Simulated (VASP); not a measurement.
# LaBRh3 with rev-vdW-DF2: from relaxation to properties, part 3 of 5

Wanted: the relaxed cell of LaBRh3 and its properties. The start is a cell from a database of measured crystal structures.

VASP 6.6.1; rev-vdW-DF2; plane waves and PAW (La, B, Rh_pv).

Still holding for the runs below: This run has no spin polarisation. Its electron count is odd, so without a moment it is a metal by construction.

So far. Step 3 (Density, ELF and potential (rev-vdW-DF2)): In this run the pressure is 0.02 GPa, small enough to go on. Step 4 (Band structure (rev-vdW-DF2)): There is no gap at this level.

## 5. Density of states (rev-vdW-DF2)

Here the states are counted by energy and projected on the atoms. The mesh is finer than in the run before.

Input file INCAR:

```
SYSTEM = LaBRh3
PREC = Accurate
ENCUT = 420
EDIFF = 1E-06
NELM = 100
ISMEAR = -5
SIGMA = 0.2
LREAL = .FALSE.
ALGO = Normal
GGA = MK
AGGAC = 0
LUSE_VDW = .TRUE.
PARAM1 = 0.1234
PARAM2 = 0.711357
ZAB_VDW = -1.8867
LASPH = .TRUE.
NBANDS = 45
LORBIT = 11
LWAVE = .FALSE.
LCHARG = .FALSE.
KPAR = 4
NEDOS = 2001
```

Input file POSCAR:

```
LaBRh3
1.0
    4.2525043105      0.0000000000      0.0000000000
    0.0000000000      4.2525043105      0.0000000000
    0.0000000000      0.0000000000      4.2525043105
La B Rh
1 1 3
Direct
    0.0000000000      0.0000000000      0.0000000000
    0.5000000000      0.5000000000      0.5000000000
    0.0000000000      0.5000000000      0.5000000000
    0.5000000000      0.0000000000      0.5000000000
    0.5000000000      0.5000000000      0.0000000000
```

Input file KPOINTS:

```
Automatic mesh
0
Gamma
7 7 7
0 0 0
```

The projector-augmented-wave data sets are La, B and Rh_pv (PBE family, release 64).

On the command line:

```console
$ mpirun -np 4 vasp_std
```

The log of the run:

```text
[... set-up lines as in an earlier step ...]
 entering main loop
       N       E                     dE             d eps       ncg     rms          rms(c)
DAV:   1     0.568367359083E+03    0.56837E+03   -0.27357E+04  2466   0.169E+03
DAV:   2     0.227316308167E+02   -0.54564E+03   -0.50019E+03  1911   0.415E+02
DAV:   3    -0.255662036208E+02   -0.48298E+02   -0.43141E+02  2026   0.117E+02
DAV:   4    -0.287706360276E+02   -0.32044E+01   -0.31576E+01  3056   0.288E+01
DAV:   5    -0.288302283112E+02   -0.59592E-01   -0.59335E-01  2291   0.312E+00    0.205E+01
DAV:   6    -0.271593975648E+02    0.16708E+01   -0.22544E+01  2457   0.333E+01    0.844E+00
DAV:   7    -0.259199575148E+02    0.12394E+01   -0.65057E+00  2510   0.145E+01    0.426E+00
DAV:   8    -0.258984393345E+02    0.21518E-01   -0.24109E-01  2664   0.268E+00    0.157E+00
DAV:   9    -0.258920948642E+02    0.63445E-02   -0.30197E-02  2614   0.114E+00    0.382E-01
DAV:  10    -0.258939401639E+02   -0.18453E-02   -0.46343E-03  2491   0.314E-01    0.135E-01
DAV:  11    -0.258942487698E+02   -0.30861E-03   -0.11864E-03  3046   0.174E-01    0.685E-02
DAV:  12    -0.258942215616E+02    0.27208E-04   -0.79982E-05  2646   0.637E-02    0.154E-02
DAV:  13    -0.258943107079E+02   -0.89146E-04   -0.15207E-05  2680   0.288E-02    0.492E-03
DAV:  14    -0.258943021424E+02    0.85656E-05   -0.86890E-07  1627   0.661E-03    0.159E-03
DAV:  15    -0.258942978380E+02    0.43043E-05   -0.22811E-07  1151   0.362E-03    0.560E-04
DAV:  16    -0.258942980482E+02   -0.21021E-06   -0.69275E-08  1075   0.245E-03
   1 F= -.25894298E+02 E0= -.25894298E+02  d E =0.000000E+00
 -----------------------------------------------------------------------------
|                                                                             |
|           W    W    AA    RRRRR   N    N  II  N    N   GGGG   !!!           |
|           W    W   A  A   R    R  NN   N  II  NN   N  G    G  !!!           |
|           W    W  A    A  R    R  N N  N  II  N N  N  G       !!!           |
|           W WW W  AAAAAA  RRRRR   N  N N  II  N  N N  G  GGG   !            |
|           WW  WW  A    A  R   R   N   NN  II  N   NN  G    G                |
|           W    W  A    A  R    R  N    N  II  N    N   GGGG   !!!           |
|                                                                             |
|     Tetrahedron method does not include variations of the Fermi             |
|     occupations, so forces and stress will be inaccurate. We suggest        |
|     using a different smearing scheme ISMEAR = 1 or 2 for metals in         |
|     relaxations.                                                            |
|                                                                             |
 -----------------------------------------------------------------------------
```

Run time: 50 s. Hardware: 4 MPI ranks of AMD EPYC 7R43, shared host; peak memory 1.3 GiB; 3.3 min of CPU time.

Parts of OUTCAR (step 5):

```text
   k-points           NKPTS =     20   k-points in BZ     NKDIM =     20   number of bands    NBANDS=     45

   NELECT =      59.0000    total number of electrons

 E-fermi :  10.1725

 k-point     1 :       0.0000    0.0000    0.0000
  band No.  band energies     occupation
    ...
     24       8.9893      2.00000
     25       8.9893      2.00000
     26       9.6785      2.00000
     27       9.6785      2.00000
     28       9.6785      2.00000
     29      10.4018     -0.11228
     30      10.4304      0.00000
     31      10.4304      0.00000
     32      10.4304      0.00000
     33      13.5432      0.00000
    ...

Total vdW correction in eV:      7.5701712

  Total        0.0319575      0.0319575      0.0319575      0.0000000      0.0000000      0.0000000
  in kB        0.6658091      0.6658091      0.6658091      0.0000000      0.0000000      0.0000000
  external PRESSURE =       0.6658091 kB  Pullay stress =       0.0000000 kB

  FREE ENERGIE OF THE ION-ELECTRON SYSTEM (eV)
  ---------------------------------------------------
  free  energy   TOTEN  =       -25.8942980482 eV

  energy  without entropy=      -25.8942980482  energy(sigma->0) =      -25.89429805

Total vdW correction in eV:      7.5701736

[... 7 parts as in an earlier step ...]

[... 10 further parts left out ...]
```

With tetrahedra the forces and stress of a metal are not exact derivatives of the energy.

Numbers from this step:

- SCF cycles: 16
- irreducible k-points: 20
- free energy (TOTEN): -25.89 eV
- Fermi energy: 10.17 eV
- pressure: 0.06658 GPa
- DOS at the Fermi level: 5.360 states/eV/cell

The density of states has structure finer than the step of the table below, so its rows give means over 1 eV, whole bins alone (the curve runs from -12.0 to 3.50 eV). Peaks (eV: height): total -2.7: 10.4, -2.3: 12.8, -1.2: 15.0, 3.4: 13.5; Rh d -2.7: 7.04, -2.3: 9.57, -1.7: 7.57, -1.2: 12.1; Rh s -2.7: 0.312, -1.2: 0.251, 1.6: 0.825, 2.1: 0.411; Rh p -0.7: 0.271, 1.6: 0.305, 2.1: 0.266, 3.4: 0.614; La f 3.4: 7.67.

States under -12.0 eV and over 3.5 eV are left out. Density of states against energy, zero at the Fermi level; means over each step; values in states/eV/cell:

```csv
energy (eV),total,Rh d,Rh s,Rh p,La f
-11,0,0,0,0,0
-10,0.00654,0.00161,0.00113,3.2e-5,0
-9,0.630,0.156,0.0875,0.0171,3.3e-5
-8,1.14,0.255,0.124,0.0652,7.4e-5
-7,0.221,0.0471,0.0209,0.0169,6.5e-5
-6,0.357,0.164,0.0395,0.00366,1.2e-4
-5,2.28,1.04,0.190,0.0746,0.00363
-4,4.03,2.33,0.121,0.148,0.0175
-3,6.22,4.10,0.186,0.0983,0.0299
-2,8.48,6.33,0.138,0.148,0.0576
-1,7.64,5.87,0.130,0.178,0.111
0,2.75,2.21,0.0376,0.0746,0.00902
1,0.666,0.342,0.0404,0.0514,0.00960
2,3.61,1.74,0.333,0.208,0.106
3,5.04,0.815,0.0549,0.327,1.77
```

The finer mesh and the other smearing move the Fermi level by -0.05 eV from the 5×5×5 run, one measure of the sampling error in the zero of the bands above. Of the states within 0.3 eV of the Fermi level, the largest shares in the PAW spheres are Rh d 84 %. The rest lies in smaller channels or between the spheres.

## 6. Zone-centre phonons (rev-vdW-DF2)

Zone-centre modes test whether the atoms sit at a minimum within this cell. IBRION = 6 takes the force constants from differences of forces between displaced cells, so the forces must be tight.

Input file INCAR:

```
SYSTEM = LaBRh3
PREC = Accurate
ENCUT = 420
EDIFF = 1E-08
NELM = 100
ISMEAR = 1
SIGMA = 0.2
LREAL = .FALSE.
ALGO = Normal
GGA = MK
AGGAC = 0
LUSE_VDW = .TRUE.
PARAM1 = 0.1234
PARAM2 = 0.711357
ZAB_VDW = -1.8867
LASPH = .TRUE.
NBANDS = 36
LORBIT = 11
LWAVE = .FALSE.
LCHARG = .FALSE.
KPAR = 4
IBRION = 6
NFREE = 2
POTIM = 0.015
ISIF = 2
NSW = 1
```

POSCAR is that of step 5.

KPOINTS is that of step 5.

On the command line:

```console
$ mpirun -np 4 vasp_std
```

The log of the run:

```text
[... set-up lines as in an earlier step ...]
 entering main loop
       N       E                     dE             d eps       ncg     rms          rms(c)
DAV:   1     0.568811788204E+03    0.56881E+03   -0.28651E+04  2024   0.214E+03
DAV:   2     0.473616649080E+02   -0.52145E+03   -0.50027E+03  1512   0.489E+02
DAV:   3    -0.222006733639E+02   -0.69562E+02   -0.65134E+02  2052   0.144E+02
DAV:   4    -0.285167156629E+02   -0.63160E+01   -0.61978E+01  2584   0.493E+01
DAV:   5    -0.288124395520E+02   -0.29572E+00   -0.28979E+00  2152   0.696E+00    0.205E+01
DAV:   6    -0.269909891909E+02    0.18215E+01   -0.44810E+01  2080   0.417E+01    0.811E+00
DAV:   7    -0.258980647093E+02    0.10929E+01   -0.90574E+00  2248   0.219E+01    0.432E+00
DAV:   8    -0.258908983758E+02    0.71663E-02   -0.53134E-01  2448   0.449E+00    0.159E+00
DAV:   9    -0.258820587752E+02    0.88396E-02   -0.73326E-02  2188   0.195E+00    0.490E-01
DAV:  10    -0.258834556326E+02   -0.13969E-02   -0.60304E-03  2096   0.522E-01    0.131E-01
DAV:  11    -0.258837691972E+02   -0.31356E-03   -0.13787E-03  2424   0.265E-01    0.642E-02
DAV:  12    -0.258837875694E+02   -0.18372E-04   -0.12916E-04  2356   0.604E-02    0.338E-02
DAV:  13    -0.258837831227E+02    0.44467E-05   -0.11290E-04  2216   0.863E-02    0.993E-03
DAV:  14    -0.258837801412E+02    0.29816E-05   -0.14149E-05  2192   0.288E-02    0.157E-03
DAV:  15    -0.258837802168E+02   -0.75604E-07   -0.74266E-07  2040   0.434E-03    0.686E-04
DAV:  16    -0.258837801811E+02    0.35674E-07   -0.76647E-08  1944   0.172E-03    0.286E-04
DAV:  17    -0.258837801901E+02   -0.90367E-08   -0.21728E-08  1560   0.134E-03
   1 F= -.25883780E+02 E0= -.25877453E+02  d E =-.189807E-01
 Found     4 degrees of freedom:
 Finite differences POTIM= 0.01500 DOF=   4
 bond charge predicted
       N       E                     dE             d eps       ncg     rms          rms(c)
DAV:   1    -0.258803084677E+02    0.34717E-02   -0.45940E-01  3872   0.333E+00    0.156E-01
DAV:   2    -0.258828382811E+02   -0.25298E-02   -0.28718E-02  3692   0.811E-01    0.761E-02
DAV:   3    -0.258829288632E+02   -0.90582E-04   -0.11039E-03  5032   0.172E-01    0.534E-02
DAV:   4    -0.258829521486E+02   -0.23285E-04   -0.14542E-04  3812   0.681E-02    0.209E-02
DAV:   5    -0.258829600991E+02   -0.79505E-05   -0.55289E-05  4696   0.561E-02    0.145E-02
DAV:   6    -0.258829622216E+02   -0.21225E-05   -0.94980E-06  3748   0.293E-02    0.811E-03
DAV:   7    -0.258829640484E+02   -0.18268E-05   -0.52276E-06  4360   0.151E-02    0.216E-03
DAV:   8    -0.258829640070E+02    0.41367E-07   -0.50596E-07  4648   0.484E-03    0.135E-03
DAV:   9    -0.258829640166E+02   -0.95624E-08   -0.51378E-08  3216   0.185E-03
   2 F= -.25882964E+02 E0= -.25876637E+02  d E =-.189818E-01
[...]
3 F= -.25882964E+02 E0= -.25876637E+02  d E =-.189820E-01
[...]
4 F= -.25882904E+02 E0= -.25876579E+02  d E =-.189767E-01
[...]
5 F= -.25882904E+02 E0= -.25876579E+02  d E =-.189766E-01
[...]
6 F= -.25882373E+02 E0= -.25876051E+02  d E =-.189688E-01
[...]
7 F= -.25882373E+02 E0= -.25876051E+02  d E =-.189688E-01
[...]
8 F= -.25883134E+02 E0= -.25876813E+02  d E =-.189628E-01
 Finite differences progress:
  Degree of freedom:   4/  4
  Displacement:        1/  2
  Total:               7/  8
 bond charge predicted
       N       E                     dE             d eps       ncg     rms          rms(c)
DAV:   1    -0.258273388196E+02    0.55795E-01   -0.45484E+00  5752   0.263E+01    0.397E-01
DAV:   2    -0.258828890819E+02   -0.55550E-01   -0.56321E-01  6636   0.608E+00    0.237E-01
DAV:   3    -0.258834492201E+02   -0.56014E-03   -0.10895E-02  6768   0.676E-01    0.162E-01
DAV:   4    -0.258833515865E+02    0.97634E-04   -0.92122E-04  7260   0.303E-01    0.132E-01
DAV:   5    -0.258831343352E+02    0.21725E-03   -0.62943E-04  5856   0.255E-01    0.305E-02
DAV:   6    -0.258831344367E+02   -0.10147E-06   -0.93181E-05  7840   0.882E-02    0.106E-02
DAV:   7    -0.258831334543E+02    0.98243E-06   -0.94822E-06  6552   0.218E-02    0.557E-03
DAV:   8    -0.258831337039E+02   -0.24965E-06   -0.16448E-06  7064   0.925E-03    0.212E-03
DAV:   9    -0.258831337406E+02   -0.36684E-07   -0.39301E-07  6608   0.553E-03    0.155E-03
DAV:  10    -0.258831337309E+02    0.96934E-08   -0.12853E-07  5812   0.415E-03    0.864E-04
DAV:  11    -0.258831337325E+02   -0.16316E-08   -0.40093E-08  4840   0.236E-03
   9 F= -.25883134E+02 E0= -.25876813E+02  d E =-.189627E-01
 Finite differences progress:
  Degree of freedom:   4/  4
  Displacement:        2/  2
  Total:               8/  8
```

Elapsed: 9 min, on 4 MPI ranks; peak memory 1.8 GiB.

OUTCAR, selected parts (step 6):

```text
   k-points           NKPTS =     20   k-points in BZ     NKDIM =     20   number of bands    NBANDS=     36

   NELECT =      59.0000    total number of electrons

 E-fermi :  10.1906

 k-point     1 :       0.0000    0.0000    0.0000
  band No.  band energies     occupation
    ...
     24       8.9853      2.00000
     25       8.9880      2.00000
     26       9.6791      2.00178
     27       9.6808      2.00185
     28       9.6832      2.00196
     29      10.3920     -0.05165
     30      10.4278     -0.07042
     31      10.4281     -0.07047
     32      10.4297     -0.07064
     33      13.5462     -0.00000
    ...

Total vdW correction in eV:      7.5687980

  Total        0.0927921      0.0962076      0.0938493      0.0000000      0.0000000      0.0000000
  in kB        1.9332469      2.0044068      1.9552725      0.0000000      0.0000000      0.0000000
  external PRESSURE =       1.9643088 kB  Pullay stress =       0.0000000 kB

 POSITION                                       TOTAL-FORCE (eV/Angst)
 -----------------------------------------------------------------------------------
      0.00000      0.00000      0.00000         0.000000     -0.052042      0.000000
      2.12625      2.12625      2.12625         0.000000      0.009551      0.000000
      0.00000      2.11125      2.12625         0.000000      0.086348      0.000000
      2.12625      0.00000      2.12625         0.000000     -0.026810      0.000000
      2.12625      2.12625      0.00000         0.000000     -0.017047      0.000000
 -----------------------------------------------------------------------------------
    total drift:                                0.000000     -0.000065     -0.000005

  FREE ENERGIE OF THE ION-ELECTRON SYSTEM (eV)
  ---------------------------------------------------
  free  energy   TOTEN  =       -25.8831337325 eV

  energy  without entropy=      -25.8641709965  energy(sigma->0) =      -25.87681282

Total vdW correction in eV:      7.5687968

 Eigenvectors and eigenvalues of the dynamical matrix
 ----------------------------------------------------

   1 f  =   14.157762 THz    88.955845 2PiTHz  472.252120 cm-1    58.551774 meV
             X         Y         Z           dx          dy          dz
      0.000000  0.000000  0.000000     0.000000   -0.000000   -0.011911
      2.126252  2.126252  2.126252    -0.000000    0.000000    0.935271
      0.000000  2.126252  2.126252     0.000000   -0.000000    0.031195
      2.126252  0.000000  2.126252     0.000000   -0.000000    0.031195
      2.126252  2.126252  0.000000    -0.000000    0.000000   -0.350970

   2 f  =   14.157762 THz    88.955845 2PiTHz  472.252120 cm-1    58.551774 meV
             X         Y         Z           dx          dy          dz
      0.000000  0.000000  0.000000     0.011911    0.000040    0.000000
      2.126252  2.126252  2.126252    -0.935266   -0.003108   -0.000000
      0.000000  2.126252  2.126252     0.350969   -0.000104   -0.000000
      2.126252  0.000000  2.126252    -0.031195    0.001166    0.000000
      2.126252  2.126252  0.000000    -0.031195   -0.000104   -0.000000

   3 f  =   14.157762 THz    88.955845 2PiTHz  472.252120 cm-1    58.551774 meV
             X         Y         Z           dx          dy          dz
      0.000000  0.000000  0.000000    -0.000040    0.011911    0.000000
      2.126252  2.126252  2.126252     0.003108   -0.935266    0.000000
      0.000000  2.126252  2.126252    -0.001166   -0.031195    0.000000
      2.126252  0.000000  2.126252     0.000104    0.350969    0.000000
      2.126252  2.126252  0.000000     0.000104   -0.031195   -0.000000

   4 f  =    4.672732 THz    29.359642 2PiTHz  155.865569 cm-1    19.324859 meV
             X         Y         Z           dx          dy          dz
      0.000000  0.000000  0.000000    -0.045928   -0.000143    0.733943
      2.126252  2.126252  2.126252    -0.004105   -0.000013    0.065596
      0.000000  2.126252  2.126252    -0.004110    0.000092   -0.473714
[...]
X         Y         Z           dx          dy          dz
      0.000000  0.000000  0.000000    -0.000000   -0.000000   -0.000000
      2.126252  2.126252  2.126252     0.000000    0.000000    0.000000
      0.000000  2.126252  2.126252     0.000000   -0.263647    0.307176
      2.126252  0.000000  2.126252     0.579770    0.000000   -0.307176
      2.126252  2.126252  0.000000    -0.579770    0.263647    0.000000

   9 f  =    4.046792 THz    25.426747 2PiTHz  134.986465 cm-1    16.736181 meV
             X         Y         Z           dx          dy          dz
      0.000000  0.000000  0.000000    -0.000000    0.000000    0.000000
      2.126252  2.126252  2.126252     0.000000    0.000000    0.000000
      0.000000  2.126252  2.126252     0.000000    0.232048    0.628098
      2.126252  0.000000  2.126252    -0.227258    0.000000   -0.628098
      2.126252  2.126252  0.000000     0.227258   -0.232048    0.000000

  10 f  =    2.751745 THz    17.289725 2PiTHz   91.788340 cm-1    11.380299 meV
             X         Y         Z           dx          dy          dz
      0.000000  0.000000  0.000000     0.079943    0.377130   -0.019726
      2.126252  2.126252  2.126252    -0.064927   -0.306292    0.016021
      0.000000  2.126252  2.126252    -0.167586    0.216135   -0.011305
      2.126252  0.000000  2.126252     0.045816   -0.790588   -0.011305
      2.126252  2.126252  0.000000     0.045816    0.216135    0.041352

  11 f  =    2.751745 THz    17.289725 2PiTHz   91.788340 cm-1    11.380299 meV
             X         Y         Z           dx          dy          dz
      0.000000  0.000000  0.000000     0.377626   -0.080034    0.000273
      2.126252  2.126252  2.126252    -0.306695    0.065001   -0.000222
      0.000000  2.126252  2.126252    -0.791628   -0.045868    0.000157
      2.126252  0.000000  2.126252     0.216419    0.167777    0.000157
      2.126252  2.126252  0.000000     0.216419   -0.045868   -0.000573

  12 f  =    2.751745 THz    17.289725 2PiTHz   91.788340 cm-1    11.380299 meV
             X         Y         Z           dx          dy          dz
      0.000000  0.000000  0.000000     0.003823    0.019354    0.385510
      2.126252  2.126252  2.126252    -0.003105   -0.015718   -0.313097
      0.000000  2.126252  2.126252    -0.008014    0.011092    0.220937
      2.126252  0.000000  2.126252     0.002191   -0.040572    0.220937
      2.126252  2.126252  0.000000     0.002191    0.011092   -0.808155

  13 f/i=    0.031555 THz     0.198266 2PiTHz    1.052563 cm-1     0.130501 meV
             X         Y         Z           dx          dy          dz
      0.000000  0.000000  0.000000     0.002174   -0.008812    0.556764
      2.126252  2.126252  2.126252     0.000588   -0.002382    0.150519
      0.000000  2.126252  2.126252     0.001821   -0.007503    0.474070
      2.126252  0.000000  2.126252     0.001851   -0.007383    0.474070
      2.126252  2.126252  0.000000     0.001851   -0.007503    0.466483

  14 f/i=    0.031555 THz     0.198266 2PiTHz    1.052563 cm-1     0.130501 meV
             X         Y         Z           dx          dy          dz
      0.000000  0.000000  0.000000    -0.142757    0.538152    0.009075
      2.126252  2.126252  2.126252    -0.038594    0.145487    0.002453
      0.000000  2.126252  2.126252    -0.119608    0.458222    0.007727
      2.126252  0.000000  2.126252    -0.121554    0.450888    0.007727
      2.126252  2.126252  0.000000    -0.121554    0.458222    0.007603

  15 f/i=    0.031555 THz     0.198266 2PiTHz    1.052563 cm-1     0.130501 meV
             X         Y         Z           dx          dy          dz
      0.000000  0.000000  0.000000    -0.538224   -0.142773   -0.000158
      2.126252  2.126252  2.126252    -0.145507   -0.038598   -0.000043
      0.000000  2.126252  2.126252    -0.450949   -0.121568   -0.000135
      2.126252  0.000000  2.126252    -0.458283   -0.119622   -0.000135
      2.126252  2.126252  0.000000    -0.458283   -0.121568   -0.000133

 ELASTIC MODULI CONTR FROM IONIC RELAXATION (kBar)
 Direction    XX          YY          ZZ          XY          YZ          ZX
 --------------------------------------------------------------------------------
 XX           0.0000      0.0000      0.0000      0.0000      0.0000      0.0000
 YY           0.0000      0.0000      0.0000      0.0000      0.0000      0.0000
 ZZ           0.0000      0.0000      0.0000      0.0000      0.0000      0.0000
 XY           0.0000      0.0000      0.0000      0.0000      0.0000      0.0000
 YZ           0.0000      0.0000      0.0000      0.0000      0.0000      0.0000
 ZX           0.0000      0.0000      0.0000      0.0000      0.0000      0.0000
 --------------------------------------------------------------------------------

[... 7 parts as in an earlier step ...]

[... 9 further parts left out ...]
```

The last energy, forces, stress and levels in OUTCAR belong to the last displaced cell, not to the cell of POSCAR.

This step gave:

| Item | Value |
| --- | --- |
| bands | 36 |
| pressure of the cell | 0.1930 GPa |
| largest force of the cell | 0 eV/Å |

[end of part 3 of 5]

[Lines on the potential files, build, host, timing and source positions are cut from VASP's logs without a mark.]

[Logs are printed without paths, hosts, clocks, repeated set-up lines and the standing remarks that a program may print on its own settings, such as how far it seeks lower states.]

[Hosts, paths, dates, database ids (printed as entryN), source tags and the programs' standing remarks are cut or masked in the printed files.]

[A measured line is paired with the nearest computed mode of its activity, which favours agreement.]
